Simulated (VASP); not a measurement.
Te4Mo3:

```xyz
14
Lattice="5.0895 2.9384 3.8913 -5.0895 2.9384 3.8913 0.0000 -5.8768 3.8913" Properties=species:S:1:pos:R:3 pbc="T T T"
Te    0.0000    0.0000    3.3985
Te    0.0000    0.0000    8.2755
Te    1.3175    2.9561    6.7747
Te   -3.2188   -0.3371    6.7747
Te    1.9013   -2.6190    6.7747
Te   -1.3175   -2.9561    4.8993
Te    3.2188    0.3371    4.8993
Te   -1.9013    2.6190    4.8993
Mo    3.5387    3.0915    5.0457
Mo   -4.4466    1.5189    5.0457
Mo    0.9079   -4.6104    5.0457
Mo   -3.5387   -3.0915    6.6283
Mo    4.4466   -1.5189    6.6283
Mo   -0.9079    4.6104    6.6283
```

```yaml
Program: VASP 6.6.1
Task: relaxation of cell and atoms
Functional: LDA
Potentials_or_basis: VASP PAW LDA potentials, release 64 (Te, Mo_sv)
Cutoff: 600 eV
k_mesh: 5 × 5 × 5
Occupations: methfessel-paxton, width 0.1 eV
Spin: no spin polarisation
```

At the start: pressure -3.1 GPa; volume 24.94 Å³/atom.

Task: How do energy, volume and symmetry change on relaxing?

Result: Over 28 steps the energy falls by 7.8 meV/atom and the volume is 24.17 Å³/atom (-3.1 %); space group R-3 (No. 148, to 0.05 Å).

Step by step:
```tsv
step	energy change (eV)	largest force (eV/Å)	pressure (GPa)	volume (Å³)
1	0.0000	0.4629	-3.14	349.17
2	0.3194	1.1003	7.41	325.02
3	-0.0978	0.1673	-0.08	340.99
4	-0.0978	0.1759	-0.01	340.83
5	-0.1028	0.0896	-0.03	340.39
6	-0.1038	0.0781	-0.04	340.08
7	-0.1060	0.0319	-0.08	339.59
8	-0.1062	0.0258	-0.10	339.34
9	-0.1068	0.0412	0.16	338.30
10	-0.1068	0.0383	0.14	338.44
11	-0.1073	0.0310	0.08	338.32
12	-0.1077	0.0356	0.01	338.16
13	-0.1074	0.0590	-0.09	337.84
14	-0.1078	0.0386	-0.01	338.07
15	-0.1081	0.0270	0.00	337.95
16	-0.1084	0.0279	0.04	337.71
17	-0.1086	0.0246	0.01	337.84
18	-0.1087	0.0212	-0.03	337.96
19	-0.1088	0.0175	0.03	337.82
20	-0.1088	0.0204	0.05	337.79
21	-0.1088	0.0199	0.05	337.82
22	-0.1090	0.0190	0.03	337.93
23	-0.1092	0.0222	0.01	338.15
24	-0.1088	0.0396	-0.08	338.58
25	-0.1092	0.0248	-0.02	338.23
26	-0.1093	0.0149	-0.01	338.26
27	-0.1094	0.0119	0.01	338.28
28	-0.1094	0.0076	0.01	338.31
```

Final structure:
```yaml
crystal:
  lattice:
    - [5.01468, 2.89523, 3.88364]
    - [-5.01468, 2.89523, 3.88364]
    - [0.00000, -5.79045, 3.88364]
  atoms:
    - { symbol: Te, position: [0.29031, 0.29031, 0.29031] }
    - { symbol: Te, position: [0.70969, 0.70969, 0.70969] }
    - { symbol: Te, position: [0.87909, 0.61734, 0.24903] }
    - { symbol: Te, position: [0.24903, 0.87909, 0.61734] }
    - { symbol: Te, position: [0.61734, 0.24903, 0.87909] }
    - { symbol: Te, position: [0.12091, 0.38266, 0.75097] }
    - { symbol: Te, position: [0.75097, 0.12091, 0.38266] }
    - { symbol: Te, position: [0.38266, 0.75097, 0.12091] }
    - { symbol: Mo, position: [0.95398, 0.25894, 0.08105] }
    - { symbol: Mo, position: [0.08105, 0.95398, 0.25894] }
    - { symbol: Mo, position: [0.25894, 0.08105, 0.95398] }
    - { symbol: Mo, position: [0.04602, 0.74106, 0.91895] }
    - { symbol: Mo, position: [0.91895, 0.04602, 0.74106] }
    - { symbol: Mo, position: [0.74106, 0.91895, 0.04602] }
```
